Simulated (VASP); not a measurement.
# BeCr3 (Pm-3m) in VASP: equation of state

Aim: energy against volume of BeCr3 in PBE, for its equilibrium volume and stiffness.

All numbers are computed with VASP 6.6.1; they aren't measurements. Logs are shortened: lines on timing, memory, paths and dates and some standing lists are left out, and cuts for length are marked.

## Step 1: The structure

Symmetry: Pm-3m, No. 221, cubic system. The conventional cell has a = 3.511 Å, b = 3.511 Å, c = 3.511 Å, α = 90.00°, β = 90.00°, γ = 90.00°. Cr (site symmetry 4/mmm) has 8 Cr at 2.48 Å and 4 Be at 2.48 Å as nearest neighbours. Be (site symmetry m-3m) has 12 Cr at 2.48 Å as nearest neighbours.

The cell comes from a database or a generator and needn't be the stable form of this composition.

## Step 2: Equation of state, PBE, collinear spin, ferromagnetic start, 10.17 Å³/atom (volume scaled by 0.94)

The input, INCAR:

```
SYSTEM = BeCr3
ALGO     = Normal         ! electronic algorithm
EDIFF    = 1E-7           ! SCF threshold, eV
ENCUT    = 520            ! plane-wave cutoff, eV
GGA      = PE             ! functional
ISIF     = 2              ! what is computed and relaxed
ISMEAR   = -1             ! smearing method
ISPIN    = 2              ! spin polarisation
LASPH    = .True.         ! aspherical terms in the spheres
LCHARG   = .False.        ! write CHGCAR
LMAXMIX  = 4              ! l up to which the mixer works
LORBIT   = 11             ! projections on sites
LREAL    = .False.        ! projectors in reciprocal space
LWAVE    = .False.        ! write WAVECAR
MAGMOM   = 3 3 3 0        ! initial moments
NBANDS   = 31             ! bands
NELM     = 100            ! most SCF steps
PREC     = Accurate       ! precision mode
SIGMA    = 0.05           ! smearing width, eV
```

The input, KPOINTS:

```
k-points
0
Gamma
  8 8 8
  0 0 0
```

The input, POSCAR:

```
BeCr3
1.0
    3.4395364591      0.0000000000      0.0000000000
    0.0000000000      3.4395364591      0.0000000000
    0.0000000000      0.0000000000      3.4395364591
Cr Be
3 1
Direct
    0.5000000000      0.5000000000      0.0000000000
    0.5000000000      0.0000000000      0.5000000000
    0.0000000000      0.5000000000      0.5000000000
    0.0000000000      0.0000000000      0.0000000000
```

Potentials or basis: VASP PAW PBE potentials, release 64 (Cr_pv, Be).

Started as:

```sh
$ cat potpaw_PBE.64/Cr_pv/POTCAR potpaw_PBE.64/Be/POTCAR > POTCAR
$ mpirun -np 1 vasp_std > vasp.out
```

OUTCAR:

```text
SYSTEM = BeCr3
   EDIFF = 1E-7
   ENCUT = 520
   GGA = PE
   ISIF = 2
   ISMEAR = -1
   ISPIN = 2
   LASPH = .True.
   LORBIT = 11
   LREAL = .False.
   NELM = 100
   PREC = Accurate

 Found     35 irreducible k-points:

 Following reciprocal coordinates:
            Coordinates               Weight
  0.000000  0.000000  0.000000      1.000000
  0.125000  0.000000  0.000000      6.000000
  0.250000  0.000000  0.000000      6.000000
  0.375000  0.000000  0.000000      6.000000
  0.500000  0.000000  0.000000      3.000000
  0.125000  0.125000  0.000000     12.000000
   k-points           NKPTS =     35   k-points in BZ     NKDIM =     35   number of bands    NBANDS=     31
   number of dos      NEDOS =    301   number of ions     NIONS =      4
   total plane-waves  NPLWV =  21952
   dimension x,y,z NGX =    28 NGY =   28 NGZ =   28
   dimension x,y,z NGXF=    56 NGYF=   56 NGZF=   56
   ions per type =               3   1
   NGX,Y,Z   is equivalent  to a cutoff of  13.53, 13.53, 13.53 a.u.
   NGXF,Y,Z  is equivalent  to a cutoff of  27.07, 27.07, 27.07 a.u.
 SYSTEM =  BeCr3
   PREC   = accura    normal or accurate (medium, high low for compatibility)
   ISTART =      0    job   : 0-new  1-cont  2-samecut
   ICHARG =      2    charge: 1-file 2-atom 10-const
   ISPIN  =      2    spin polarized calculation?
   LNONCOLLINEAR =      F non collinear calculations
   LSORBIT =      F    spin-orbit coupling
   LASPH  =      T    aspherical Exc in radial PAW
   ENCUT  =  520.0 eV  38.22 Ry    6.18 a.u.   6.40  6.40  6.40*2*pi/ulx,y,z
   NELM   =    100;   NELMIN=  2; NELMDL= -5     # of ELM steps
   EDIFF  = 0.1E-06   stopping-criterion for ELM
   LREAL  =      F    real-space projection
   EDIFFG = 0.1E-05   stopping-criterion for IOM
   NSW    =      0    number of steps for IOM
   IBRION =     -1    ionic relax: 0-MD 1-quasi-New 2-CG
   NFREE  =      0    steps in history (QN), initial steepest desc. (CG)
   ISIF   =      2    stress and relaxation
   ISYM   =      2    0-nonsym 1-usesym 2-fastsym
   POTIM  = 0.5000    time-step for ionic-motion
   TEBEG  =    0.0;   TEEND  =   0.0 temperature during run
   PSTRESS=    0.0 pullay stress
   NELECT =      38.0000    total number of electrons
   NUPDOWN=      -1.0000    fix difference up-down
   EMIN   =  10.00;   EMAX   =-10.00  energy-range for DOS
   EFERMI =   0.00;   METHOD = LEGACY
   ISMEAR =    -1;   SIGMA  =   0.05  broadening in eV -4-tet -1-fermi 0-gaus
   EFERMI_NEDOS =   21; number of points for ismear=-14 and -15
   IALGO  =     38    algorithm
   IMIX   =      4    mixing-type and parameters
     AMIX     =   0.40;   BMIX     =  1.00
     AMIX_MAG =   1.60;   BMIX_MAG =  1.00
  volume/ion in A,a.u.               =      10.17        68.65
  Fermi-wavevector in a.u.,A,eV,Ry     =   1.600182  3.023906 34.838849  2.560583
  Thomas-Fermi vector in A             =   2.697358
   LORBIT       =     11    0 simple, 1 ext, 2 COOP (PROOUT), +10 PAW based schemes
   GGA     = PE    functional components
   LHFCALC =     F    Hartree Fock is set to
   AEXX    =    0.0000 exact exchange contribution
   IVDW    =     0    specifies the selected vdW correction
   LEPSILON=     F    determine dielectric tensor
   LRPA    =     F    only Hartree local field effects (RPA)
 spin polarized calculation
  energy-cutoff  :      520.00
  volume of cell :       40.69
 maximum number of plane-waves:      1110
 NGX is ok and might be reduce to    28
   NGX = 13   NGY = 13   NGZ = 13

 number of electron      38.0000039 magnetization      -0.0000008

 number of electron      38.0000039 magnetization       0.0000086

 Free energy of the ion-electron system (eV)
  ---------------------------------------------------
  ext. energy  EPLUGINS =         0.00000000
  ---------------------------------------------------
  free energy    TOTEN  =       -31.74612341 eV

  energy without entropy =      -31.72331064  energy(sigma->0) =      -31.73471703

 E-fermi :  10.6852     XC(G=0): -13.3180

 val. band max:       10.6764210299   @ k =   0.3750   0.0000   0.0000
 cond. band min:      10.7019476347   @ k =   0.3750   0.0000   0.0000
 fundamental gap:      0.0255266048
 Fermi energy:        10.6852303407

 spin component 1

 k-point     1 :       0.0000    0.0000    0.0000
  band No.  band energies     occupation
      1     -32.7489      1.00000
      2     -32.7489      1.00000
      3     -32.7489      1.00000
      4     -32.1754      1.00000
      5     -32.1754      1.00000
      6     -32.1754      1.00000
[... 23 lines left out ...]
     30      18.0668      0.00000
     31      18.0688      0.00000

 k-point     2 :       0.1250    0.0000    0.0000
  band No.  band energies     occupation
      1     -32.7295      1.00000
      2     -32.7295      1.00000
      3     -32.7197      1.00000
      4     -32.1822      1.00000
      5     -32.1822      1.00000
      6     -32.1786      1.00000
[... 23 lines left out ...]
     30      18.0668      0.00000
     31      18.0688      0.00000

 k-point     3 :       0.2500    0.0000    0.0000
  band No.  band energies     occupation
      1     -32.6771      1.00000
      2     -32.6771      1.00000
      3     -32.6348      1.00000
      4     -32.2043      1.00000
      5     -32.2043      1.00000
      6     -32.1862      1.00000
[... 23 lines left out ...]
     30      18.0667      0.00000
     31      18.0691      0.00000

 k-point     4 :       0.3750    0.0000    0.0000
  band No.  band energies     occupation
      1     -32.6125      1.00000
      2     -32.6125      1.00000
      3     -32.5038      1.00000
      4     -32.2400      1.00000
      5     -32.2400      1.00000
      6     -32.1938      1.00000
[... 23 lines left out ...]
     30      18.0667      0.00000
     31      18.0693      0.00000

 k-point     5 :       0.5000    0.0000    0.0000
  band No.  band energies     occupation
      1     -32.5792      1.00000
      2     -32.5792      1.00000
      3     -32.3706      1.00000
      4     -32.3012      1.00000
      5     -32.2621      1.00000
      6     -32.2621      1.00000
[... 23 lines left out ...]
     30      18.0667      0.00000
     31      18.0693      0.00000

 k-point     6 :       0.1250    0.1250    0.0000
  band No.  band energies     occupation
      1     -32.7429      1.00000
      2     -32.7099      1.00000
      3     -32.6620      1.00000
      4     -32.2178      1.00000
      5     -32.1879      1.00000
      6     -32.1542      1.00000
[... 23 lines left out ...]
     30      18.0669      0.00000
     31      18.0689      0.00000

 [... further k-points ...]

 spin component 2

 k-point     1 :       0.0000    0.0000    0.0000
  band No.  band energies     occupation
      1     -32.7489      1.00000
      2     -32.7489      1.00000
      3     -32.7489      1.00000
      4     -32.1754      1.00000
      5     -32.1754      1.00000
      6     -32.1754      1.00000
[... 23 lines left out ...]
     30      18.0668      0.00000
     31      18.0688      0.00000

 k-point     2 :       0.1250    0.0000    0.0000
  band No.  band energies     occupation
      1     -32.7295      1.00000
      2     -32.7295      1.00000
      3     -32.7197      1.00000
      4     -32.1822      1.00000
      5     -32.1822      1.00000
      6     -32.1786      1.00000
[... 23 lines left out ...]
     30      18.0668      0.00000
     31      18.0688      0.00000

 k-point     3 :       0.2500    0.0000    0.0000
  band No.  band energies     occupation
      1     -32.6771      1.00000
      2     -32.6771      1.00000
      3     -32.6348      1.00000
      4     -32.2043      1.00000
      5     -32.2043      1.00000
      6     -32.1862      1.00000
[... 23 lines left out ...]
     30      18.0667      0.00000
     31      18.0691      0.00000

 k-point     4 :       0.3750    0.0000    0.0000
  band No.  band energies     occupation
      1     -32.6125      1.00000
      2     -32.6125      1.00000
      3     -32.5038      1.00000
      4     -32.2400      1.00000
      5     -32.2400      1.00000
      6     -32.1938      1.00000
[... 23 lines left out ...]
     30      18.0667      0.00000
     31      18.0693      0.00000

 k-point     5 :       0.5000    0.0000    0.0000
  band No.  band energies     occupation
      1     -32.5792      1.00000
      2     -32.5792      1.00000
      3     -32.3706      1.00000
      4     -32.3012      1.00000
      5     -32.2621      1.00000
      6     -32.2621      1.00000
[... 23 lines left out ...]
     30      18.0667      0.00000
     31      18.0693      0.00000

 k-point     6 :       0.1250    0.1250    0.0000
  band No.  band energies     occupation
      1     -32.7429      1.00000
      2     -32.7099      1.00000
      3     -32.6620      1.00000
      4     -32.2178      1.00000
      5     -32.1879      1.00000
      6     -32.1542      1.00000
[... 23 lines left out ...]
     30      18.0669      0.00000
     31      18.0689      0.00000

 [... further k-points ...]

------------------------ aborting loop because EDIFF is reached ----------------------------------------

  FORCE on cell =-STRESS in cart. coord.  units (eV):
  Direction    XX          YY          ZZ          XY          YZ          ZX
  --------------------------------------------------------------------------------------
  -------------------------------------------------------------------------------------
  Total        3.5785645      3.5785645      3.5785645     -0.0000000      0.0000000     -0.0000000
  in kB      140.9028193    140.9028193    140.9028193     -0.0000000      0.0000000     -0.0000000
  external PRESSURE =     140.9028193 kB  Pullay stress =       0.0000000 kB

 VOLUME and BASIS-vectors are now :
 -----------------------------------------------------------------------------
  energy-cutoff  :      520.00
  volume of cell :       40.69
      direct lattice vectors                 reciprocal lattice vectors
     3.439536459  0.000000000  0.000000000     0.290736851  0.000000000  0.000000000
     0.000000000  3.439536459  0.000000000     0.000000000  0.290736851  0.000000000
     0.000000000  0.000000000  3.439536459     0.000000000  0.000000000  0.290736851

 POSITION                                       TOTAL-FORCE (eV/Angst)
 -----------------------------------------------------------------------------------
      1.71977      1.71977      0.00000         0.000000      0.000000      0.000000
      1.71977      0.00000      1.71977         0.000000      0.000000      0.000000
      0.00000      1.71977      1.71977         0.000000      0.000000      0.000000
      0.00000      0.00000      0.00000         0.000000      0.000000      0.000000
 -----------------------------------------------------------------------------------
    total drift:                                0.000000      0.000000      0.000000

  FREE ENERGIE OF THE ION-ELECTRON SYSTEM (eV)
  ---------------------------------------------------
  free  energy   TOTEN  =       -31.7461234083 eV

  energy  without entropy=      -31.7233106446  energy(sigma->0) =      -31.73471703

 total charge

# of ion       s       p       d       tot
------------------------------------------
    1        0.447   6.408   4.334  11.189
    2        0.447   6.408   4.334  11.189
    3        0.447   6.408   4.334  11.189
    4        0.465   0.788   0.000   1.253
--------------------------------------------------
tot          1.807  20.011  13.002  34.820

 magnetization (x)

# of ion       s       p       d       tot
------------------------------------------
    1        0.000   0.000   0.000   0.000
    2        0.000   0.000   0.000   0.000
    3        0.000   0.000   0.000   0.000
    4        0.000  -0.000   0.000  -0.000
--------------------------------------------------
tot          0.000  -0.000   0.000   0.000
```

Wall time 61 s (1 thread of Intel Xeon Platinum 8488C (Sapphire Rapids), shared host); peak memory 0.21 GiB.

What came out:

* Free energy: -31.7461 eV
* Pressure: 14.1 GPa
* Band gap on the k mesh: none (metal or under the smearing width)
* Net moment: 0.00 μB per cell
* Valence electrons inside the program's atomic spheres: Cr 11.19; Be 1.25

Caveat: the starting moments collapsed, and a magnetic state may lie lower.

## Step 3: Equation of state, PBE, collinear spin, ferromagnetic start, 10.39 Å³/atom (volume scaled by 0.96)

The input, INCAR:

```
SYSTEM = BeCr3
PREC = Accurate ; ENCUT = 520
EDIFF = 1E-7 ; ISMEAR = -1
SIGMA = 0.05 ; LREAL = .FALSE.
LASPH = .TRUE. ; NELM = 120
ALGO = Normal ; ISIF = 2
LWAVE = .FALSE. ; LCHARG = .FALSE.
ISPIN = 2 ; MAGMOM = 3 3 3 0
LORBIT = 11 ; LMAXMIX = 4
GGA = PE ; NBANDS = 31
```

The input, KPOINTS:

```
Automatic mesh
0
G
  8 8 8
  0 0 0
```

The input, POSCAR:

```
BeCr3
1.0
    3.4637593449      0.0000000000      0.0000000000
    0.0000000000      3.4637593449      0.0000000000
    0.0000000000      0.0000000000      3.4637593449
Cr Be
3 1
Direct
    0.5000000000      0.5000000000      0.0000000000
    0.5000000000      0.0000000000      0.5000000000
    0.0000000000      0.5000000000      0.5000000000
    0.0000000000      0.0000000000      0.0000000000
```

Potentials or basis: VASP PAW PBE potentials, release 64 (Cr_pv, Be).

Started as:

```sh
$ cat potpaw_PBE.64/Cr_pv/POTCAR potpaw_PBE.64/Be/POTCAR > POTCAR
$ mpirun -np 1 vasp_std > vasp.out
```

It took 62 s on 1 thread of Intel Xeon Platinum 8488C (Sapphire Rapids), shared host; peak memory 0.21 GiB.

The run converged. Its results:

```yaml
Free_energy: -31.8075 eV
Pressure: 8.6 GPa
Band_gap_on_the_k_mesh: none (metal or under the smearing width)
Net_moment: 0.00 μB per cell
Valence_electrons_inside_the_program's_atomic_spheres: Cr 11.14; Be 1.22
```

Caveat: the starting moments collapsed, and a magnetic state may lie lower.

## Step 4: Equation of state, PBE, collinear spin, ferromagnetic start, 10.61 Å³/atom (volume scaled by 0.98)

The input, INCAR:

```
SYSTEM = BeCr3
PREC = Accurate ; ENCUT = 520
EDIFF = 1E-7 ; ISMEAR = -1
SIGMA = 0.05 ; LREAL = .False.
LASPH = .True. ; NELM = 120
ALGO = Normal ; ISIF = 2
LWAVE = .False. ; LCHARG = .False.
ISPIN = 2 ; MAGMOM = 3 3 3 0
LORBIT = 11 ; LMAXMIX = 4
GGA = PE ; NBANDS = 31
```

The input, KPOINTS:

```
Automatic mesh
0
Gamma
  8 8 8
  0 0 0
```

The input, POSCAR:

```
BeCr3
1.0
    3.4876480953      0.0000000000      0.0000000000
    0.0000000000      3.4876480953      0.0000000000
    0.0000000000      0.0000000000      3.4876480953
Cr Be
3 1
Direct
    0.5000000000      0.5000000000      0.0000000000
    0.5000000000      0.0000000000      0.5000000000
    0.0000000000      0.5000000000      0.5000000000
    0.0000000000      0.0000000000      0.0000000000
```

Started as:

```sh
$ cat potpaw_PBE.64/Cr_pv/POTCAR potpaw_PBE.64/Be/POTCAR > POTCAR
$ mpirun -np 1 vasp_std > vasp.out
```

Run time: 64 s. Hardware: 1 thread of Intel Xeon Platinum 8488C (Sapphire Rapids), shared host; peak memory 0.21 GiB.

Results (log left out):

| Quantity | Value |
| --- | --- |
| Free energy | -31.8405 eV |
| Pressure | 3.6 GPa |
| Band gap on the k mesh | none (metal or under the smearing width) |
| Net moment | 0.00 μB per cell |
| Valence electrons inside the program's atomic spheres | Cr 11.10; Be 1.20 |

Caveat: the starting moments collapsed, and a magnetic state may lie lower.

## Step 5: Equation of state, PBE, collinear spin, ferromagnetic start, 11.04 Å³/atom (volume scaled by 1.02)

The input, INCAR:

```
SYSTEM = BeCr3
PREC     = Accurate       ! precision mode
ENCUT    = 520            ! plane-wave cutoff, eV
EDIFF    = 1E-7           ! SCF threshold, eV
ISMEAR   = -1             ! smearing method
SIGMA    = 0.05           ! smearing width, eV
LREAL    = .False.        ! projectors in reciprocal space
LASPH    = .True.         ! aspherical terms in the spheres
NELM     = 120            ! most SCF steps
ALGO     = Normal         ! electronic algorithm
ISIF     = 2              ! what is computed and relaxed
LWAVE    = .False.        ! write WAVECAR
LCHARG   = .False.        ! write CHGCAR
ISPIN    = 2              ! spin polarisation
MAGMOM   = 3 3 3 0        ! initial moments
LORBIT   = 11             ! projections on sites
LMAXMIX  = 4              ! l up to which the mixer works
GGA      = PE             ! functional
NBANDS   = 31             ! bands
```

KPOINTS is that of step 4.

The input, POSCAR:

```
BeCr3
1.0
    3.5344677505      0.0000000000      0.0000000000
    0.0000000000      3.5344677505      0.0000000000
    0.0000000000      0.0000000000      3.5344677505
Cr Be
3 1
Direct
    0.5000000000      0.5000000000      0.0000000000
    0.5000000000      0.0000000000      0.5000000000
    0.0000000000      0.5000000000      0.5000000000
    0.0000000000      0.0000000000      0.0000000000
```

Started as:

```sh
$ cat potpaw_PBE.64/Cr_pv/POTCAR potpaw_PBE.64/Be/POTCAR > POTCAR
$ mpirun -np 1 vasp_std > vasp.out
```

It took 65 s on 1 thread of Intel Xeon Platinum 8488C (Sapphire Rapids), shared host; peak memory 0.21 GiB.

The run converged. Its results:

| Item | Value |
| --- | --- |
| Free energy | -31.8323 eV |
| Pressure | -4.9 GPa |
| Band gap on the k mesh | none (metal or under the smearing width) |
| Net moment | 0.00 μB per cell |
| Valence electrons inside the program's atomic spheres | Cr 11.01; Be 1.15 |

Caveat: the starting moments collapsed, and a magnetic state may lie lower.

(Continued in part 2 of 2.)
